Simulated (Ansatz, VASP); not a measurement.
**Be2CdTe3: VASP beside Ansatz**

```
Be Cd Te
1.0
     2.19927   -7.38667    0.00000
     2.19927    7.38667    0.00000
     0.00000    0.00000    4.55153
Be Cd Te
2 1 3
Direct
  0.12500 0.87500 0.50000
  0.87500 0.12500 0.50000
  0.00000 0.00000 0.00000
  0.50000 0.50000 0.50000
  0.31500 0.68500 0.00000
  0.68500 0.31500 0.00000
```

Change from the starting cell: species swapped into the TlAg3Te2 type (Cmmm, No. 65).

Alike in both runs: task single point; functional PBE; k mesh 4 × 4 × 4; occupations gaussian, width 0.1 eV; no spin polarisation.

```csv
,VASP,Ansatz
version,VASP 6.6.1,Ansatz 0.2.0
potentials or method,"VASP PAW PBE potentials, release 64 (Be, Cd, Te)","scalar-relativistic, plane waves, PAW"
plane-wave cutoff (eV),520,420
valence electrons in the cell,34,72
```

```csv
,VASP,Ansatz,Ansatz less VASP
gap on the k mesh at the Fermi level (eV),none,none,-
pressure (GPa),-1.4,-1.4,-0.05
largest component of the traceless stress (GPa),3.66,3.68,+0.015
rms of the force components (eV/Å),0.160,0.161,+0.0015
```

Atom by atom the forces differ by 0.002 eV/Å (rms over components). A gap of «none» marks a metal or a gap that the smearing closes. With one functional, cell and mesh, what is left measures potentials, basis and numerics. The two sets of potentials don't hold the same shells in valence.

Caveats: the k mesh is coarse (spacing up to 0.37 Å⁻¹), so the values aren't converged. Spin-orbit coupling is left out, which matters for the levels of Te.
